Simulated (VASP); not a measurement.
Output of a VASP run:

OSZICAR:
```
       N       E                     dE             d eps       ncg     rms          rms(c)
DAV:   1    -0.595128012791E+02   -0.59513E+02   -0.69739E-04  2510   0.833E-01    0.754E-02
DAV:   2    -0.595130498523E+02   -0.24857E-03   -0.40349E-03  1755   0.201E+00    0.138E-01
DAV:   3    -0.595127172948E+02    0.33256E-03   -0.45663E-03  1786   0.161E+00    0.582E-02
DAV:   4    -0.595126029140E+02    0.11438E-03   -0.10863E-03  1810   0.708E-01    0.106E-02
DAV:   5    -0.595126079321E+02   -0.50181E-05   -0.10625E-04  2239   0.131E-01    0.734E-03
DAV:   6    -0.595126090666E+02   -0.11345E-05   -0.17056E-05  1656   0.663E-02    0.643E-03
DAV:   7    -0.595126091002E+02   -0.33633E-07   -0.35047E-06  1290   0.279E-02
   1 F= -.59512609E+02 E0= -.59512271E+02  d E =-.101481E-02
```

OUTCAR:
```
------------------------ aborting loop because EDIFF is reached ----------------------------------------
  FORCE on cell =-STRESS in cart. coord.  units (eV):
  Direction    XX          YY          ZZ          XY          YZ          ZX
  --------------------------------------------------------------------------------------
  Total       -2.3786783     -2.3786782     -0.8676511      0.0000003     -0.0000000      0.0000000
  in kB       -8.1893697     -8.1893696     -2.9871695      0.0000009     -0.0000000      0.0000000
  external PRESSURE =      -6.4553030 kB  Pullay stress =       0.0000000 kB
  volume of cell :      465.37
      direct lattice vectors                 reciprocal lattice vectors
     5.135721472  0.000000000  0.000000000     0.194714609 -0.112418511  0.000000000
     2.567860233  4.447665241  0.000000000     0.000000000  0.224837065  0.000000000
     0.000000000  0.000000000 20.373340952     0.000000000  0.000000000  0.049083751
 POSITION                                       TOTAL-FORCE (eV/Angst)
 -----------------------------------------------------------------------------------
      0.00000      0.00000      7.04047         0.000000      0.000000      0.002657
      5.13572      4.44325      7.05273        -0.000000      0.001060     -0.013277
      6.41583      2.22604      7.05273         0.000918     -0.000530     -0.013277
      3.85561      2.22604      7.05273        -0.000918     -0.000530     -0.013277
      1.28189      0.74010      9.12679        -0.006929     -0.004001      0.003740
      3.85384      0.74010      9.12679         0.006929     -0.004001      0.003740
      2.56786      2.96748      9.12679        -0.000000      0.008001      0.003740
      5.13572      2.96511      9.12277         0.000000      0.000000     -0.003168
      5.13572      1.49248     11.21212        -0.000000      0.004632     -0.012237
      2.56786      1.48255     11.17671         0.000000      0.000000      0.018634
      6.41105      3.70142     11.21212        -0.004011     -0.002316     -0.012237
      3.86039      3.70142     11.21212         0.004011     -0.002316     -0.012237
      0.00000      0.00000     13.20035         0.000000      0.000000      0.021059
      5.13572      4.42915     13.28723        -0.000000      0.021060      0.007580
      6.40362      2.23309     13.28723         0.018239     -0.010530      0.007580
      3.86782      2.23309     13.28723        -0.018239     -0.010530      0.007580
      2.56786      1.48255     15.15385         0.000000      0.000000      0.003400
 -----------------------------------------------------------------------------------
    total drift:                                0.002648      0.001528     -0.031244
  FREE ENERGIE OF THE ION-ELECTRON SYSTEM (eV)
  ---------------------------------------------------
  free  energy   TOTEN  =       -59.5126091002 eV

  energy  without entropy=      -59.5115942949  energy(sigma->0) =      -59.51227083

 total charge

# of ion       s       p       d       tot
------------------------------------------
    1        0.452   0.286   9.182   9.920
    2        0.449   0.287   9.187   9.923
    3        0.449   0.287   9.187   9.923
    4        0.449   0.287   9.187   9.923
    5        0.443   0.373   9.177   9.993
    6        0.443   0.373   9.177   9.993
    7        0.443   0.373   9.177   9.993
    8        0.442   0.378   9.173   9.993
    9        0.439   0.386   9.173   9.998
   10        0.444   0.373   9.179   9.996
   11        0.439   0.386   9.173   9.998
   12        0.439   0.386   9.173   9.998
   13        0.454   0.285   9.218   9.957
   14        0.420   0.328   9.199   9.948
   15        0.420   0.328   9.199   9.948
   16        0.420   0.328   9.199   9.948
   17        1.605   3.456   0.000   5.060
--------------------------------------------------
tot          8.648   8.901 146.961 164.510
```
(Selected blocks of OUTCAR.)

**POSCAR**
```
Cu16Cl
1
    5.1357214723     0.0000000000     0.0000000000
    2.5678602332     4.4476652414     0.0000000000
    0.0000000000     0.0000000000    20.3733409520
Cu Cl
16 1
Direct
  0.0000000000   0.0000000000   0.3455724557
  0.5004962670   0.9990074661   0.3461742388
  0.9990074661   0.5004962670   0.3461742388
  0.5004962670   0.5004962670   0.3461742388
  0.1664011799   0.1664011799   0.4479772456
  0.6671986402   0.1664011799   0.4479772456
  0.1664011799   0.6671986402   0.4479772456
  0.6666670000   0.6666670000   0.4477799517
  0.8322166990   0.3355656020   0.5503328062
  0.3333330000   0.3333330000   0.5485949241
  0.8322166990   0.8322166990   0.5503328062
  0.3355656020   0.8322166990   0.5503328062
  0.0000000000   0.0000000000   0.6479224815
  0.5020810152   0.9958379697   0.6521868773
  0.9958379697   0.5020810152   0.6521868773
  0.5020810152   0.5020810152   0.6521868773
  0.3333330000   0.3333330000   0.7438076834
```

Write an INCAR and KPOINTS that could have produced this output.

Several could match; the one computed here: the input of the run itself, PBE GGA, plane waves, VASP's PBE PAW potentials (set 64).

INCAR:
```
# general
SYSTEM  = Cu16Cl
PREC    = Normal
ENCUT   = 400   # plane-wave cut-off (eV)
LREAL   = .FALSE.   # projection in real space or not
LASPH   = .TRUE.   # aspherical one-centre terms

# electronic loop
EDIFF   = 1E-6
NELM    = 100   # most electronic steps
NELMIN  = 4
ALGO    = Normal
LMAXMIX = 4

# smearing
ISMEAR  = 1
SIGMA   = 0.1   # width (eV)

# functional
GGA     = PE   # PBE

# output
LWAVE   = .FALSE.
LCHARG  = .FALSE.
LORBIT  = 11
LVHAR   = .TRUE.

# other
LDIPOL  = .TRUE.
IDIPOL  = 3
DIPOL   = 0.5 0.5 0.5
```

File KPOINTS:
```
Automatic mesh
0
Gamma
6 6 1
0 0 0
```

POTCAR, in this order: Cu Cl (PBE.64 set). Program: vasp_std. Read from the step before: WAVECAR.

The cell is a thin slab with vacuum, built from Cu (fcc): (111) face, Cl adsorbed.
